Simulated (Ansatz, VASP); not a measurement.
# CsSnH3: VASP beside Ansatz, part 2 of 2

Wanted: the spread between two codes on one cell, functional and k mesh. The cell is generated by rule, not measured, and may not be a known phase. The cell is taken from a series of runs on this material, whose earlier steps may have relaxed, scaled, displaced or heated it; both programs get it as it stands.

VASP 6.6.1 and Ansatz 0.2.0.

So far: Set-up; VASP: zone-centre phonons, PBEsol.

## 2. VASP: zone-centre phonons, PBEsol (continued)

Level of this step: PBEsol; plane waves and PAW (Cs_sv, Sn_d, H); invented cell (VASP).

Numbers of over 12 decimals in the logs are rounded to 6 here.

Parts of OUTCAR (step 2):

```text
ion  position               nearest neighbor table
   1  0.000  0.000  0.967-
   2  0.500  0.500  0.508-   4 1.82   3 2.14   5 2.14   3 2.14   5 2.14
   3  0.500  0.000  0.472-   2 2.14   2 2.14
   4  0.500  0.500  0.148-   2 1.82
   5  0.000  0.500  0.472-   2 2.14   2 2.14

  LATTYP: Found a simple tetragonal cell.
 ALAT       =     4.2598693240
 C/A-ratio  =     1.1830092341

 Subroutine GETGRP returns: Found  8 space group operations
 (whereof  8 operations were pure point group operations)

The static configuration has the point symmetry C_4v.

 Found     75 irreducible k-points:

   k-points           NKPTS =     75   k-points in BZ     NKDIM =     75   number of bands    NBANDS=     19

   dimension x,y,z NGX =    32 NGY =   32 NGZ =   40
   dimension x,y,z NGXF=    64 NGYF=   64 NGZF=   80

   ENCUT  =  500.0 eV  36.75 Ry    6.06 a.u.   7.77  7.77  9.19*2*pi/ulx,y,z

   NELECT =      26.0000    total number of electrons

 k-points in reciprocal lattice and weights: Automatic mesh
   0.00000000  0.00000000  0.00000000       0.002
   0.12500000  0.00000000  0.00000000       0.008
   0.25000000  0.00000000  0.00000000       0.008
   0.37500000  0.00000000  0.00000000       0.008
   0.50000000  0.00000000  0.00000000       0.004
   0.12500000  0.12500000  0.00000000       0.008
   0.25000000  0.12500000  0.00000000       0.016
   0.37500000  0.12500000  0.00000000       0.016
   0.50000000  0.12500000  0.00000000       0.008
[...]
0.50000000  0.37500000  0.50000000       0.008
   0.50000000  0.50000000  0.50000000       0.002

 average (electrostatic) potential at core
       1 -48.4151       2-103.1127       3 -32.2530       4 -32.7518       5 -32.2530

 POSITION                                       TOTAL-FORCE (eV/Angst)
 -----------------------------------------------------------------------------------
      0.00000      0.00000      4.87280         0.000000     -0.000000      0.002949
      2.12993      2.12993      2.56088        -0.000000      0.000000     -0.006954
      2.12993      0.00000      2.37851         0.000000     -0.000000     -0.002646
      2.12993      2.12993      0.74357        -0.000000     -0.000000      0.009297
      0.00000      2.12993      2.37851        -0.000000     -0.000000     -0.002646
 -----------------------------------------------------------------------------------
    total drift:                                0.000000      0.000000      0.000069

 Eigenvectors and eigenvalues of the dynamical matrix
 ----------------------------------------------------

   1 f  =   43.326606 THz   272.229093 2PiTHz 1445.220005 cm-1   179.184363 meV
             X         Y         Z           dx          dy          dz
      0.000000  0.000000  4.872803     0.000000   -0.000000   -0.001129
      2.129935  2.129935  2.560877     0.000000    0.000000    0.089212
      2.129935  0.000000  2.378515     0.000000   -0.000000    0.018359
      2.129935  2.129935  0.743575    -0.000000   -0.000000   -0.995674
      0.000000  2.129935  2.378515     0.000000   -0.000000    0.018359

   2 f  =   19.270078 THz   121.077471 2PiTHz  642.780615 cm-1    79.694603 meV
             X         Y         Z           dx          dy          dz
      0.000000  0.000000  4.872803    -0.003537    0.016495    0.000000
      2.129935  2.129935  2.560877    -0.011731    0.054714   -0.000000
      2.129935  0.000000  2.378515     0.010265    0.216727    0.000000
      2.129935  2.129935  0.743575     0.203799   -0.950538    0.000000
      0.000000  2.129935  2.378515    -0.046467   -0.047875    0.000000

   3 f  =   19.270078 THz   121.077471 2PiTHz  642.780615 cm-1    79.694603 meV
             X         Y         Z           dx          dy          dz
      0.000000  0.000000  4.872803     0.016495    0.003537    0.000000
      2.129935  2.129935  2.560877     0.054714    0.011731    0.000000
      2.129935  0.000000  2.378515    -0.047875    0.046467    0.000000
      2.129935  2.129935  0.743575    -0.950538   -0.203799   -0.000000
      0.000000  2.129935  2.378515     0.216727   -0.010265   -0.000000

   4 f  =   18.700368 THz   117.497878 2PiTHz  623.777137 cm-1    77.338473 meV
             X         Y         Z           dx          dy          dz
      0.000000  0.000000  4.872803    -0.000000   -0.000000   -0.000000
      2.129935  2.129935  2.560877     0.000000    0.000000    0.000000
      2.129935  0.000000  2.378515     0.000000   -0.000000    0.707107
      2.129935  2.129935  0.743575     0.000000    0.000000    0.000000
      0.000000  2.129935  2.378515    -0.000000   -0.000000   -0.707107

   5 f  =   17.594712 THz   110.550833 2PiTHz  586.896405 cm-1    72.765847 meV
             X         Y         Z           dx          dy          dz
      0.000000  0.000000  4.872803    -0.000000    0.000000   -0.015266
      2.129935  2.129935  2.560877    -0.000000   -0.000000    0.145507
      2.129935  0.000000  2.378515     0.000000    0.000000   -0.699440
      2.129935  2.129935  0.743575     0.000000   -0.000000   -0.012739
      0.000000  2.129935  2.378515    -0.000000    0.000000   -0.699440

   6 f  =   14.795343 THz    92.961879 2PiTHz  493.519504 cm-1    61.188593 meV
             X         Y         Z           dx          dy          dz
      0.000000  0.000000  4.872803    -0.001221   -0.004391    0.000000
      2.129935  2.129935  2.560877     0.027357    0.098408   -0.000000
      2.129935  0.000000  2.378515    -0.265071   -0.091031   -0.000000
      2.129935  2.129935  0.743575     0.009134    0.032858   -0.000000
      0.000000  2.129935  2.378515    -0.025306   -0.953516   -0.000000

   7 f  =   14.795343 THz    92.961879 2PiTHz  493.519504 cm-1    61.188593 meV
             X         Y         Z           dx          dy          dz
      0.000000  0.000000  4.872803     0.004391   -0.001221    0.000000
      2.129935  2.129935  2.560877    -0.098408    0.027357    0.000000
      2.129935  0.000000  2.378515     0.953516   -0.025306   -0.000000
      2.129935  2.129935  0.743575    -0.032858    0.009134   -0.000000
      0.000000  2.129935  2.378515     0.091031   -0.265071    0.000000

   8 f  =    2.268224 THz    14.251672 2PiTHz   75.659810 cm-1     9.380617 meV
             X         Y         Z           dx          dy          dz
      0.000000  0.000000  4.872803     0.000000    0.000000    0.690017
      2.129935  2.129935  2.560877    -0.000000   -0.000000   -0.711492
      2.129935  0.000000  2.378515    -0.000000   -0.000000   -0.080922
      2.129935  2.129935  0.743575    -0.000000    0.000000   -0.067516
      0.000000  2.129935  2.378515    -0.000000    0.000000   -0.080922

   9 f  =    2.023259 THz    12.712509 2PiTHz   67.488641 cm-1     8.367521 meV
             X         Y         Z           dx          dy          dz
      0.000000  0.000000  4.872803     0.686540    0.056420   -0.000000
      2.129935  2.129935  2.560877    -0.714486   -0.058717    0.000000
      2.129935  0.000000  2.378515    -0.071830   -0.005584    0.000000
      2.129935  2.129935  0.743575    -0.041087   -0.003377    0.000000
      0.000000  2.129935  2.378515    -0.067944   -0.005903    0.000000

  10 f  =    2.023259 THz    12.712509 2PiTHz   67.488641 cm-1     8.367521 meV
             X         Y         Z           dx          dy          dz
      0.000000  0.000000  4.872803     0.056420   -0.686540    0.000000
      2.129935  2.129935  2.560877    -0.058717    0.714486    0.000000
      2.129935  0.000000  2.378515    -0.005903    0.067944    0.000000
      2.129935  2.129935  0.743575    -0.003377    0.041087   -0.000000
      0.000000  2.129935  2.378515    -0.005584    0.071830    0.000000

  11 f/i=    0.004532 THz     0.028478 2PiTHz    0.151183 cm-1     0.018744 meV
             X         Y         Z           dx          dy          dz
      0.000000  0.000000  4.872803     0.000000    0.000000    0.723631
      2.129935  2.129935  2.560877     0.000000    0.000000    0.681651
      2.129935  0.000000  2.378515     0.000000    0.000000    0.062437
      2.129935  2.129935  0.743575     0.000000    0.000000    0.062558
      0.000000  2.129935  2.378515     0.000000    0.000000    0.062437

  12 f/i=    0.011797 THz     0.074125 2PiTHz    0.393517 cm-1     0.048790 meV
             X         Y         Z           dx          dy          dz
      0.000000  0.000000  4.872803    -0.013839   -0.724553    0.000000
      2.129935  2.129935  2.560877    -0.012994   -0.680340    0.000000
      2.129935  0.000000  2.378515    -0.001205   -0.062268    0.000000
      2.129935  2.129935  0.743575    -0.001199   -0.062754    0.000000
      0.000000  2.129935  2.378515    -0.001189   -0.063096    0.000000

  13 f/i=    0.011797 THz     0.074125 2PiTHz    0.393517 cm-1     0.048790 meV
             X         Y         Z           dx          dy          dz
      0.000000  0.000000  4.872803    -0.724553    0.013839    0.000000
      2.129935  2.129935  2.560877    -0.680340    0.012994    0.000000
      2.129935  0.000000  2.378515    -0.063096    0.001189    0.000000
      2.129935  2.129935  0.743575    -0.062754    0.001199    0.000000
      0.000000  2.129935  2.378515    -0.062268    0.001205    0.000000

  14 f/i=   29.039093 THz   182.458004 2PiTHz  968.639884 cm-1   120.095985 meV
             X         Y         Z           dx          dy          dz
      0.000000  0.000000  4.872803    -0.002423    0.000051    0.000000
      2.129935  2.129935  2.560877    -0.097278    0.002035   -0.000000
      2.129935  0.000000  2.378515    -0.094685   -0.020207    0.000000
      2.129935  2.129935  0.743575     0.219363   -0.004589   -0.000000
      0.000000  2.129935  2.378515     0.965924    0.001981   -0.000000

  15 f/i=   29.039093 THz   182.458004 2PiTHz  968.639884 cm-1   120.095985 meV
             X         Y         Z           dx          dy          dz
      0.000000  0.000000  4.872803     0.000051    0.002423    0.000000
      2.129935  2.129935  2.560877     0.002035    0.097278    0.000000
      2.129935  0.000000  2.378515     0.001981   -0.965924   -0.000000
      2.129935  2.129935  0.743575    -0.004589   -0.219363    0.000000
      0.000000  2.129935  2.378515    -0.020207    0.094685    0.000000

 ELASTIC MODULI CONTR FROM IONIC RELAXATION (kBar)
 Direction    XX          YY          ZZ          XY          YZ          ZX
 --------------------------------------------------------------------------------
 XX         -23.1606      3.5865     -6.0338      0.0000     -0.0000      0.0000
 YY           3.5865    -23.1606     -6.0338      0.0000      0.0000      0.0000
 ZZ          -6.0338     -6.0338   -417.9881      0.0000     -0.0000      0.0000
 XY           0.0000      0.0000      0.0000      0.0000      0.0000      0.0000
 YZ          -0.0000      0.0000     -0.0000      0.0000    -42.2962     -0.0000
 ZX           0.0000      0.0000      0.0000      0.0000     -0.0000    -38.0744
 --------------------------------------------------------------------------------
```

## 3. Ansatz: zone-centre phonons, PBEsol

Ansatz runs on its default PAW (the set named soft_2) files.

The same cell, functional, mesh and smearing now go to Ansatz, which takes its cutoff from its data sets.

input.yaml

```yaml
crystal:
  lattice:
    - [4.259869324, 0.0, 0.0]
    - [0.0, 4.259869324, 0.0]
    - [0.0, 0.0, 5.0394647463]
  atoms:
    - { symbol: Cs, position: [0.0, 0.0, 0.9669286636] }
    - { symbol: Sn, position: [0.5, 0.5, 0.5081643879] }
    - { symbol: H, position: [0.5, 0.0, 0.4719776864] }
    - { symbol: H, position: [0.5, 0.5, 0.1475503743] }
    - { symbol: H, position: [0.0, 0.5, 0.4719776864] }
kpoints:
  mp_grid: { grid: [8, 8, 8] }
hamiltonian:
  xc: pbesol
scf:
  occupations: { method: methfessel_paxton, width: 0.2 }
output:
  eigenvalues: true
phonons:
  method: dfpt
```

On the command line:

```
> ansatz run input.yaml --threads 8 --pin off --max-ram 14336MiB --backend cpu --events-out ev --progress --plain --runs-dir out
```

The log of the run:

```text
zone centre: on kpoints.mp_grid the ground state, and the responses unless they are solved on pairs of k-points, stand on 125 of the mesh's 512 k-points, reduced under 4 symmetry operations, with k and −k counted as one. Each operation leaves every solved displacement unchanged or reverses it
Engine: ansatz 0.2.0, aarch64-unknown-linux-gnu
Pseudopotentials: kind: paw
Pseudopotential: Cs, paw, valence charge 9, recommended cutoff 420 eV (normal), Cs.paw.azcp
Pseudopotential: Sn, paw, valence charge 14, recommended cutoff 420 eV (normal), Sn.paw.azcp
Pseudopotential: H, paw, valence charge 1, recommended cutoff 420 eV (normal), H.paw.azcp
Functional definition: PBEsol
  exchange = pbesol_x
  correlation = pbesol_c
Crystal: 5 atoms, lattice volume = 91.449 Å³
Basis set: ecut = 420 eV, 1721 PW (Γ), exchange–correlation on 60×60×72 points (8 copies of the dense FFT grid, shifted against one another)
Bands: 18, of which v1, the nominal top of the filled ones, is band 13 counted from 1 (12 counted from 0)
Symmetry: 8 space group operations
k-points: 125 of 512 (irreducible under 4 space group operations, time reversal used)
Non-local potential: Cs, projectors of the file, l = 0: 3, l = 1: 2, l = 2: 2, l = 3: 2
Non-local potential: Sn, projectors of the file, l = 0: 2, l = 1: 2, l = 2: 2, l = 3: 2
Non-local potential: H, projectors of the file, l = 0: 2, l = 1: 1
PAW form: soft (Blöchl's): semilocal exchange-correlation on the pseudo side does not see the compensation charge
PAW frozen core: Cs, regenerated for the run's functional, and the local potential with it (the file was generated under x = pbe(κ = 0.804, μ = 0.219515), c = pbe(β = 0.066725))
PAW frozen core: Sn, regenerated for the run's functional, and the local potential with it (the file was generated under x = pbe(κ = 0.804, μ = 0.219515), c = pbe(β = 0.066725))
PAW one-centre angular grid: Cs, 194 points (default); XC on 64 Gauss nodes
PAW one-centre angular grid: Sn, 590 points (default); XC on 64 Gauss nodes
PAW one-centre angular grid: H, 110 points (default); XC on 64 Gauss nodes
Initial density: superposition of atomic densities (neutral atoms: chi_scale 0, normalization atom), corrected by the library's trained network
Initial wavefunctions: pseudopotential atomic-orbital guess
Functional: x = pbesol(κ = 0.804, μ = 0.123457), c = pbesol(β = 0.046)
SCF iter   1: F=—  HF=-11582.675823 eV  |F-HF|=—  |Δ(HF+E_count)|=         —  Δρ=6.04e-3  dr2=3.76e-2  ethr=1.77e-3  ⟨swp⟩=6.2  Hψ=11750  notcnv=0
preconditioner: auto → Kerker (q_TF=auto, 2.212 Å⁻¹)  [metal: Δε(μ)=0.061 eV  Ē_g=9.943 eV  σ=0.200 eV  W_gap=0.25  n_scr=18 (ndim 8)  ℏωp=14.5 eV  f_vac=0.001  D(μ)=0.20/eV (n_scr^D=0)]
SCF iter   2: F=—  HF=-11582.666178 eV  |F-HF|=—  |Δ(HF+E_count)|=   9.65e-3  S|Δr|=    0.00e0  Δρ=3.10e-3  dr2=1.29e-2  ethr=1.45e-4  ⟨swp⟩=1.0  Hψ=3251  notcnv=0
SCF iter   3: F=—  HF=-11582.662431 eV  |F-HF|=—  |Δ(HF+E_count)|=   3.75e-3  S|Δr|=    0.00e0  Δρ=6.70e-4  dr2=8.20e-4  ethr=4.95e-5  ⟨swp⟩=3.0  Hψ=3753  notcnv=0
SCF iter   4: F=—  HF=-11582.662317 eV  |F-HF|=—  |Δ(HF+E_count)|=   1.14e-4  S|Δr|=    0.00e0  Δρ=3.10e-4  dr2=1.84e-4  ethr=3.16e-6  ⟨swp⟩=2.0  Hψ=3730  notcnv=0
SCF iter   5: F=—  HF=-11582.662274 eV  |F-HF|=—  |Δ(HF+E_count)|=   4.35e-5  S|Δr|=    0.00e0  Δρ=1.02e-4  dr2=2.23e-5  ethr=7.07e-7  ⟨swp⟩=2.5  Hψ=3594  notcnv=0
SCF iter   6: F=—  HF=-11582.662272 eV  |F-HF|=—  |Δ(HF+E_count)|=   1.80e-6  S|Δr|=    0.00e0  Δρ=3.51e-5  dr2=2.11e-6  ethr=8.60e-8  ⟨swp⟩=2.9  Hψ=3748  notcnv=0
SCF iter   7: F=—  HF=-11582.662270 eV  |F-HF|=—  |Δ(HF+E_count)|=   1.42e-6  S|Δr|=    0.00e0  Δρ=7.87e-6  dr2=1.20e-7  ethr=8.11e-9  ⟨swp⟩=2.0  Hψ=3095  notcnv=0
SCF iter   8: F=—  HF=-11582.662270 eV  |F-HF|=—  |Δ(HF+E_count)|=   6.42e-9  S|Δr|=    0.00e0  Δρ=2.45e-6  dr2=1.74e-8  ethr=4.63e-10  ⟨swp⟩=2.1  Hψ=3653  notcnv=0
SCF iter   9: F=—  HF=-11582.662270 eV  |F-HF|=—  |Δ(HF+E_count)|=  2.78e-10  S|Δr|=    0.00e0  Δρ=8.76e-7  dr2=1.70e-9  ethr=6.68e-11  ⟨swp⟩=2.5  Hψ=3760  notcnv=0
SCF iter  10: F=—  HF=-11582.662270 eV  |F-HF|=—  |Δ(HF+E_count)|=  2.60e-10  S|Δr|=    0.00e0  Δρ=3.42e-7  dr2=1.90e-10  ethr=6.52e-12  ⟨swp⟩=2.1  Hψ=3661  notcnv=0
SCF iter  11: F=—  HF=-11582.662270 eV  |F-HF|=—  |Δ(HF+E_count)|=  1.82e-12  S|Δr|=    0.00e0  Δρ=1.13e-7  dr2=2.16e-11  ethr=1.00e-12  ⟨swp⟩=2.0  Hψ=3691  notcnv=0
SCF iter  12: F=-11582.662270 eV  HF=-11582.662270 eV  |F-HF|=3.64e-12  |Δ(HF+E_count)|=  1.82e-12  S|Δr|=    0.00e0  Δρ=2.91e-8  dr2=1.39e-12  ethr=1.00e-12  ⟨swp⟩=8.7  Hψ=11807  notcnv=0
SCF 1 converged in 12 iterations: F = -11582.662270 eV  dr2 = 1.39e-12
  greatest PAW one-centre occupation: 0.992 electrons in one spin orbital (limit 2), on the Sn atom at site 1 (counted from 0), in its partial waves of l = 2
DFPT response loops at Γ: preconditioner auto → Kerker (q_TF=auto, 2.212 Å⁻¹) (partly filled bands, converged f_vac=0.000); β = 1.00, the filter's whole step (`scf.mixing.beta` (0.50) is not read by the response loops under this deck's `scf.mixing.preconditioner`; to damp them name `kerker` or `kerker_dos`, under which they read `scf.mixing.beta`, and type it under 1.00, their step now; both keys bind the ground state too); Broyden in place of MSR1
SCF converged after 12 iterations
Stability not checked: this state was not tested for a lower state beside it, because cold or Methfessel-Paxton smearing, or corrected tetrahedra, fill the levels in a way that the test cannot read (fill_not_monotonic; see scf.lower_state_search)
Free energy (F): -11582.662270 eV
Harris-Foulkes:  -11582.662270 eV  (|F-HF|=3.64e-12)
Internal energy: -11582.663127 eV  (E = F + TS)
E sigma→0 (E₀):  -11582.662484 eV
Entropy (-TS):   0.000856 eV (0.171 meV/atom)
Fermi energy:    7.107649 eV
--- Per-component energies (eV) ---
  E_band       = -177.240697
  E_kinetic    = 368.687638
  E_local      = -1454.910589  (includes V_loc(G=0)·N_el)
  E_nonlocal   = 4.632945
  E_hartree    = 769.877654
  E_xc         = -578.564154
  E_vxc        = -257.774949  (∫ρ·V_xc dr)
  E_paw        = -9049.644099  (= ΣΔE_a)
  E_vpaw       = -377.627736  (= ΣTr[D̂ρ^β])
  E_aug_tail   = -0.003301  (compensation charges beyond the density's cutoff)
  E_ewald      = -1643.168220
  E_core_change = 0.429000  (= ΣΔE_core)
  E_smearing   = 0.000856  (= −TS)
  E_closure    = 0.000000  (closes the sum)
  Σ components = -11582.662270   (vs F -11582.662270, Δ=0.00e0)
--- Band table (eV; the first three rows and the last of 125) ---
  k-point 0: bands = [... 9 lower, -2.4655, 3.5876, 4.3937, 6.2863, 7.5600, 7.5600, 9.2302, 10.1631, ... 1 higher]
  k-point 1: bands = [... 9 lower, -2.2775, 3.3304, 4.4199, 6.4430, 7.4836, 7.4836, 9.5656, 9.9339, ... 1 higher]
  k-point 2: bands = [... 9 lower, -1.7863, 2.7695, 4.4866, 6.8308, 7.3116, 7.3116, 9.4763, 10.3281, ... 1 higher]
  k-point 124: bands = [... 9 lower, -0.5707, 1.4563, 1.4563, 2.6355, 10.3880, 11.4649, 11.4649, 12.2261, ... 1 higher]
--- Phonons (Γ-DFPT): 9 representative perturbations + reference, on 125 of 512 k-points (Σ response iterations 29) ---
  k mesh reduced under 4 symmetry operations, with k and −k counted as one. Each operation leaves every solved displacement unchanged or reverses it
  ASR residual: 3.132e-5 → 0.000e0 eV/Å²; symmetrization residual: 5.834e-7 eV/Å²
  ASR residual per site (eV/Å²): 3.44e-6 3.13e-5 2.44e-6 5.40e-6 2.44e-6
  Γ frequencies (cm⁻¹): -965.77 -965.77 0.00 0.00 0.00 66.49 66.49 74.68 489.34 489.34 581.51 618.84 637.29 637.29 1447.34
  non-analytic LO–TO correction: not included (Born effective charges unavailable; polar crystals: no LO–TO splitting at Γ)
```

In the SCF lines HF is the Harris–Foulkes energy and dr2 the Hartree energy of the density residual, in eV; the loop may stop once dr2 is under the threshold and the program's other checks hold. Hψ counts applications of the Hamiltonian.

## 4. Comparison

Known differences besides the potentials themselves: the cutoff is 420 eV in Ansatz and 500 eV in VASP; Ansatz makes its cores anew for this functional, VASP keeps those of its PBE data sets. Total energies have different zeros and are not compared.

Both answers:

```tsv
quantity	Ansatz	VASP	difference
optical mode 1 to 2 (imaginary, printed as negative) (cm⁻¹)	-965.8	-968.6	+2.9
optical mode 3 to 4 (cm⁻¹)	66.5	67.5	-1.48 %
optical mode 5 (cm⁻¹)	74.7	75.7	-1.30 %
optical mode 6 to 7 (cm⁻¹)	489.3	493.5	-0.85 %
optical mode 8 (cm⁻¹)	581.5	586.9	-0.92 %
optical mode 9 (cm⁻¹)	618.8	623.8	-0.79 %
optical mode 10 to 11 (cm⁻¹)	637.3	642.8	-0.85 %
optical mode 12 (cm⁻¹)	1447.3	1445.2	+0.15 %
```

Modes are paired by rising frequency, not by their patterns, so a pair may set unlike modes beside each other; they are those without the splitting of longitudinal modes.

## 5. What came out

| Item | Value |
| --- | --- |
| r.m.s. difference of the optical zone-centre modes, each program's sorted by frequency (zone-centre phonons, PBEsol) | 3.8 cm⁻¹ |
| difference in optical mode 3 to 4 (zone-centre phonons, PBEsol) | -1.5 % |

**Reading.** The r.m.s. difference of the optical zone-centre modes, each program's sorted by frequency is 3.8 cm⁻¹ (zone-centre phonons, PBEsol). Among the rows given in per cent, the largest difference of the zone-centre phonons, PBEsol pair is in optical mode 3 to 4, -1.5 %. Such differences can come from data sets, numerical settings and the points named under the comparisons, not from the functional's error against experiment.

[Lines on the potential files, build, host, timing and source positions are cut from VASP's logs without a mark.]

[Logs are printed without paths, hosts, clocks, repeated set-up lines and the standing remarks that a program may print on its own settings, such as how far it seeks lower states.]

[Hosts, paths, dates, database ids (printed as entryN), source tags and the programs' standing remarks are cut or masked in the printed files.]
